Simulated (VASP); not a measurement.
The system is TiN.

```xyz
2
Lattice="0.0000 2.1250 2.1250 2.1250 0.0000 2.1250 2.1250 2.1250 0.0000" Properties=species:S:1:pos:R:3 pbc="T T T"
Ti    0.0000    0.0000    0.0000
N     2.1250    2.1250    2.1250
```

The cell was built by a generator and needn't be a form met in nature.

| Property | Result |
| --- | --- |
| Program | VASP 6.6.1 |
| Task | relaxation of cell and atoms |
| Functional | LDA |
| Potentials or basis | VASP PAW LDA potentials, release 64 (Ti_sv, N) |
| Cutoff | 600 eV |
| k mesh | 12 × 12 × 12 |
| Occupations | gaussian, width 0.1 eV |
| Spin | no spin polarisation |

At the start: pressure -15.0 GPa; volume 9.60 Å³/atom.

Question: How do energy, volume and symmetry change on relaxing?

Answer: Over 3 steps the energy falls by 24.2 meV/atom and the volume is 9.11 Å³/atom (-5.0 %); space group Fm-3m (No. 225, to 0.05 Å).

The path:
```tsv
step	energy change (eV)	largest force (eV/Å)	pressure (GPa)	volume (Å³)
1	0.0000	0.0000	-15.03	19.19
2	0.0753	0.0000	30.21	16.80
3	-0.0483	0.0000	-0.35	18.23
```

Final structure:
```
Ti N
1.0
     0.00000    2.08875    2.08875
     2.08875    0.00000    2.08875
     2.08875    2.08875    0.00000
Ti N
1 1
Cartesian
  0.0000 0.0000 0.0000
  2.0888 2.0888 2.0888
```
